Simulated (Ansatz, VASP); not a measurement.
**Tl2ReF6: VASP beside Ansatz**

One calculation is typed for both programs; each brings its own data sets. How far apart do they land? The cell is generated by rule, not measured, and may not be a known phase. The two relaxations start from unlike cells of this crystal (the structure described is Ansatz's start), so only their ends are compared.

Method: plane waves, with VASP 6.6.1 beside it; relaxation of cell and atoms at LDA, in Ansatz 0.2.0.

The structure was built from a prototype and need not be the compound's stable phase.

## 1. The structure

Symmetry: Fm-3m, No. 225, cubic system. Conventional cell: a = 8.736 Å, b = 8.736 Å, c = 8.736 Å, α = 90.00°, β = 90.00°, γ = 90.00°. Tl has 12 F at 3.09 Å nearest. Re has 6 F at 2.08 Å nearest. Nearest to F lie 1 Re at 2.08 Å. Farther neighbours and most contacts between anions are not listed.

## 2. VASP: relaxation of cell and atoms, LDA

The relaxed volume is the usual yardstick between codes: in a stiff, nearly cubic crystal its relative difference is about their pressure difference at one cell divided by the bulk modulus.

Lines of VASP's logs that name or quote its potential files are left out, and so is its time.

INCAR

```
SYSTEM = Tl2ReF6
PREC = Accurate
ENCUT = 600
EDIFF = 1E-07
NELM = 120
ISMEAR = -1
SIGMA = 0.02
LREAL = .FALSE.
ALGO = Normal
GGA = CA
NBANDS = 46
LASPH = .TRUE.
LORBIT = 11
LWAVE = .FALSE.
LCHARG = .FALSE.
ISIF = 3
IBRION = 2
NSW = 80
EDIFFG = -0.005
GGA_COMPAT = .FALSE.
NELMIN = 4
KPAR = 2
```

POSCAR

```
Tl2ReF6
1.0
    0.0000000000      4.1362493406      4.1362493406
    4.1362493406      0.0000000000      4.1362493406
    4.1362493406      4.1362493406      0.0000000000
Tl Re F
2 1 6
Direct
    0.2499999428      0.2499999428      0.2499999428
    0.7499999428      0.7499999428      0.7499999428
    0.0000000000      0.0000000000      0.0000000000
    0.2358884416      0.2358884416      0.7641115584
    0.7641115584      0.7641115584      0.2358884416
    0.2358884416      0.7641115584      0.2358884416
    0.7641115584      0.2358884416      0.7641115584
    0.7641115584      0.2358884416      0.2358884416
    0.2358884416      0.7641115584      0.7641115584
```

KPOINTS

```
Automatic mesh
0
Gamma
4 4 4
0 0 0
```

The projector-augmented-wave data sets are Tl_d, Re and F (LDA family, release 64).

Started as:

```bash
> mpirun -np 2 vasp_std
```

Numbers of over 12 decimals in the logs are rounded to 6 here.

What it wrote:

```text
[banner, memory and clock lines left out]
running    2 mpi-ranks, on    1 nodes
 distrk:  each k-point on    1 cores,    2 groups
 distr:  one band on    1 cores,    1 groups

 POSCAR found type information on POSCAR TlReF
 POSCAR found :  3 types and       9 ions
 LDA part: xc-table for (Slater(with rela. corr.)+CA(PZ))
 , standard interpolation
 POSCAR, INCAR and KPOINTS ok, starting setup
 FFT: planning ... GRIDC
 FFT: planning ... GRID_SOFT
 FFT: planning ... GRID
 WAVECAR not read
 entering main loop
       N       E                     dE             d eps       ncg     rms          rms(c)
DAV:   1     0.765154387675E+03    0.76515E+03   -0.43215E+04   776   0.177E+03
DAV:   2     0.875022425904E+01   -0.75640E+03   -0.73170E+03  1040   0.515E+02
DAV:   3    -0.542651877497E+02   -0.63015E+02   -0.62163E+02  1132   0.159E+02
DAV:   4    -0.552206079153E+02   -0.95542E+00   -0.93700E+00   800   0.154E+01
DAV:   5    -0.552779253020E+02   -0.57317E-01   -0.56789E-01  1130   0.428E+00    0.480E+01
DAV:   6    -0.497995059368E+02    0.54784E+01   -0.29364E+01  1208   0.365E+01    0.200E+01
DAV:   7    -0.495245113716E+02    0.27499E+00   -0.40875E+00  1224   0.147E+01    0.150E+01
DAV:   8    -0.493723170027E+02    0.15219E+00   -0.33185E-01  1154   0.503E+00    0.187E+00
DAV:   9    -0.493710489733E+02    0.12680E-02   -0.33497E-02  1048   0.104E+00    0.236E-01
DAV:  10    -0.493709639865E+02    0.84987E-04   -0.26214E-03  1092   0.425E-01    0.161E-01
DAV:  11    -0.493708895001E+02    0.74486E-04   -0.67409E-04  1096   0.209E-01    0.471E-02
DAV:  12    -0.493708949195E+02   -0.54194E-05   -0.34942E-05  1034   0.363E-02    0.165E-02
DAV:  13    -0.493708960969E+02   -0.11774E-05   -0.56221E-06  1094   0.183E-02    0.824E-03
DAV:  14    -0.493708955540E+02    0.54285E-06   -0.23594E-06  1044   0.123E-02    0.119E-03
DAV:  15    -0.493708955771E+02   -0.23009E-07   -0.29854E-07   640   0.282E-03
   1 F= -.49370896E+02 E0= -.49350578E+02  d E =-.493709E+02
[...]
2 F= -.49370897E+02 E0= -.49350523E+02  d E =-.151666E-05
[...]
3 F= -.49370914E+02 E0= -.49350567E+02  d E =-.182570E-04
[...]
4 F= -.49370926E+02 E0= -.49350569E+02  d E =-.122947E-04
 ZBRENT: can't locate minimum, use default step
 trial-energy change:   -0.000012  1 .order   -0.000012   -0.000013   -0.000010
 step:   3.6135(harm=  4.5285)  dis= 0.00104  next Energy=   -49.370946 (dE=-0.323E-04)
 bond charge predicted
       N       E                     dE             d eps       ncg     rms          rms(c)
DAV:   1    -0.493716635206E+02   -0.73739E-03   -0.42546E-02   920   0.131E+00    0.207E-01
DAV:   2    -0.493710291430E+02    0.63438E-03   -0.30499E-03  1008   0.336E-01    0.481E-02
DAV:   3    -0.493709527612E+02    0.76382E-04   -0.21404E-04  1018   0.132E-01    0.463E-02
DAV:   4    -0.493709446977E+02    0.80636E-05   -0.27333E-05   816   0.295E-02    0.278E-02
DAV:   5    -0.493709432174E+02    0.14803E-05   -0.32811E-06   976   0.116E-02    0.110E-02
DAV:   6    -0.493709431897E+02    0.27647E-07   -0.38953E-07   802   0.456E-03
   5 F= -.49370943E+02 E0= -.49350555E+02  d E =-.293557E-04
 curvature:  -2.69 expect dE=-0.142E-05 dE for cont linesearch -0.932E-07
 trial: gam=-0.09734 g(F)=  0.359E-06 g(S)=  0.168E-06 ort = 0.792E-06 (trialstep = 0.145E+01)
 search vector abs. value=  0.545E-06
 reached required accuracy - stopping structural energy minimisation
```

OUTCAR, selected parts (step 2):

```text
ion  position               nearest neighbor table
   1  0.250  0.250  0.250-   4 2.93   6 2.93   8 2.93   9 2.93   7 2.93   9 2.93   7 2.93   5 2.93
                             5 2.93   4 2.93   6 2.93   8 2.93   3 3.58   3 3.58   3 3.58   3 3.58
   2  0.750  0.750  0.750-   7 2.93   9 2.93   5 2.93   4 2.93   6 2.93   8 2.93   4 2.93   6 2.93
                             8 2.93   5 2.93   7 2.93   9 2.93   3 3.58   3 3.58   3 3.58   3 3.58
   3  0.000  0.000  0.000-   4 1.95   5 1.95   6 1.95   7 1.95   8 1.95   9 1.95   1 3.58   2 3.58
                             2 3.58   2 3.58   1 3.58   1 3.58   1 3.58   2 3.58
   4  0.236  0.236  0.764-   3 1.95   1 2.93   2 2.93   2 2.93   1 2.93
   5  0.764  0.764  0.236-   3 1.95   2 2.93   1 2.93   1 2.93   2 2.93
   6  0.236  0.764  0.236-   3 1.95   1 2.93   2 2.93   2 2.93   1 2.93
   7  0.764  0.236  0.764-   3 1.95   2 2.93   1 2.93   1 2.93   2 2.93
   8  0.764  0.236  0.236-   3 1.95   1 2.93   2 2.93   2 2.93   1 2.93
   9  0.236  0.764  0.764-   3 1.95   2 2.93   1 2.93   1 2.93   2 2.93

  LATTYP: Found a face centered cubic cell.
 ALAT       =     8.2724986812

 Subroutine GETGRP returns: Found 48 space group operations
 (whereof 48 operations were pure point group operations)

The static configuration has the point symmetry O_h .

 Found      8 irreducible k-points:

   k-points           NKPTS =      8   k-points in BZ     NKDIM =      8   number of bands    NBANDS=     46

   dimension x,y,z NGX =    48 NGY =   48 NGZ =   48
   dimension x,y,z NGXF=    96 NGYF=   96 NGZF=   96

   ENCUT  =  600.0 eV  44.10 Ry    6.64 a.u.  11.68 11.68 11.68*2*pi/ulx,y,z

   NELECT =      75.0000    total number of electrons

 k-points in reciprocal lattice and weights: Automatic mesh
   0.00000000  0.00000000  0.00000000       0.016
   0.25000000  0.00000000  0.00000000       0.125
   0.50000000  0.00000000  0.00000000       0.062
   0.25000000  0.25000000  0.00000000       0.094
   0.50000000  0.25000000  0.00000000       0.375
  -0.25000000  0.25000000  0.00000000       0.188
   0.50000000  0.50000000  0.00000000       0.047
  -0.25000000  0.50000000  0.25000000       0.094

 average (electrostatic) potential at core
       1 -85.8025       2 -85.8025       3 -45.7779       4 -76.9872       5 -76.9872
       6 -76.9872       7 -76.9872       8 -76.9872       9 -76.9872

 E-fermi :   3.5464

 k-point     1 :       0.0000    0.0000    0.0000
  band No.  band energies     occupation
    ...
     35      -1.3794      2.00000
     36      -0.9239      2.00000
     37       3.4047      1.99833
     38       3.4047      1.99833
     39       3.4047      1.99833
     40       7.5742      0.00000
     41       7.5742      0.00000
     42       7.5742      0.00000
     43       7.5937      0.00000
     44       7.5938      0.00000
    ...

 k-point     2 :       0.2500    0.0000    0.0000
  band No.  band energies     occupation
    ...
     35      -0.8967      2.00000
     36      -0.3985      2.00000
     37       3.4403      1.99012
     38       3.4843      1.91421
     39       3.4843      1.91414
     40       6.8691      0.00000
     41       7.3471      0.00000
     42       7.3471      0.00000
     43       7.5827      0.00000
     44       7.5827      0.00000
    ...

 k-point     3 :       0.5000    0.0000    0.0000
  band No.  band energies     occupation
    ...
     35      -0.3389      2.00000
     36       0.2240      2.00000
     37       3.4883      1.89638
     38       3.5642      0.58213
     39       3.5642      0.58178
     40       6.5271      0.00000
     41       6.6124      0.00000
     42       7.1406      0.00000
     43       7.1406      0.00000
     44       7.6143      0.00000
    ...

  Total       -0.0032337     -0.0032337     -0.0032337     -0.0000000      0.0000000     -0.0000000
  in kB       -0.0365411     -0.0365411     -0.0365411     -0.0000000      0.0000000     -0.0000000
  external PRESSURE =      -0.0365411 kB  Pullay stress =       0.0000000 kB

  energy-cutoff  :      600.00
  volume of cell :      141.79
      direct lattice vectors                 reciprocal lattice vectors
    -0.000000000  4.138732425  4.138732425    -0.120809936  0.120809936  0.120809936
     4.138732425 -0.000000000  4.138732425     0.120809936 -0.120809936  0.120809936
     4.138732425  4.138732425  0.000000000     0.120809936  0.120809936 -0.120809936

 POSITION                                       TOTAL-FORCE (eV/Angst)
 -----------------------------------------------------------------------------------
      2.06937      2.06937      2.06937         0.000000      0.000000     -0.000000
      6.20810      6.20810      6.20810        -0.000000      0.000000     -0.000000
     -0.00000      4.13873      4.13873         0.000000      0.000000     -0.000000
      4.13873      4.13873      1.95162         0.000000      0.000000     -0.001114
      4.13873      4.13873      6.32585         0.000000      0.000000      0.001114
      4.13873      1.95162      4.13873         0.000000     -0.001114     -0.000000
      4.13873      6.32585      4.13873         0.000000      0.001114     -0.000000
      1.95162      4.13873      4.13873        -0.001114      0.000000     -0.000000
      6.32585      4.13873      4.13873         0.001114      0.000000     -0.000000
 -----------------------------------------------------------------------------------
    total drift:                                0.000577      0.000577      0.000577

  FREE ENERGIE OF THE ION-ELECTRON SYSTEM (eV)
  ---------------------------------------------------
  free  energy   TOTEN  =       -49.3709431897 eV

  energy  without entropy=      -49.3301658134  energy(sigma->0) =      -49.35055450

 reached required accuracy - stopping structural energy minimisation

 total charge
# of ion       s       p       d       tot
------------------------------------------
    1        1.332   0.088   9.671  11.090
    2        1.332   0.088   9.671  11.090
    3        0.494   0.696   4.721   5.911
    4        1.731   4.303   0.000   6.034
    5        1.731   4.303   0.000   6.034
    6        1.731   4.303   0.000   6.034
    7        1.731   4.303   0.000   6.034
    8        1.731   4.303   0.000   6.034
    9        1.731   4.303   0.000   6.034
--------------------------------------------------
tot         13.546  26.688  24.062  64.296

[... 3 further parts left out ...]
```

CONTCAR:

```
Tl2ReF6
   1.00000000000000
    -0.0000000000000000    4.1387324248289001    4.1387324248289001
     4.1387324248289001   -0.0000000000000000    4.1387324248289001
     4.1387324248289001    4.1387324248289001    0.0000000000000000
  Tl              Re              F
     2     1     6
Direct
     0.2499999428000024    0.2499999428000024    0.2499999428000024
     0.7499999428000024    0.7499999428000024    0.7499999428000024
     1.0000000000000000    0.0000000000000000    0.0000000000000000
     0.2357748624773829    0.2357748624773829    0.7642251375226171
     0.7642251375226171    0.7642251375226171    0.2357748624773829
     0.2357748624773829    0.7642251375226171    0.2357748624773829
     0.7642251375226171    0.2357748624773829    0.7642251375226171
     0.7642251375226171    0.2357748624773829    0.2357748624773829
     0.2357748624773829    0.7642251375226171    0.7642251375226171
```

This run has no spin polarisation, so a moment on Re, if there is one, isn't seen. Its electron count is odd, so without a moment it is a metal by construction. The k-mesh is coarse for a metal. The data set Re keeps the semicore shell frozen, which is cheaper and a little less accurate.

[end of part 1 of 2]

[Lines on the potential files, build, host, timing and source positions are cut from VASP's logs without a mark.]

[Logs are printed without paths, hosts, clocks, repeated set-up lines and the standing remarks that a program may print on its own settings, such as how far it seeks lower states.]

[Hosts, paths, dates, database ids (printed as entryN), source tags and the programs' standing remarks are cut or masked in the printed files.]
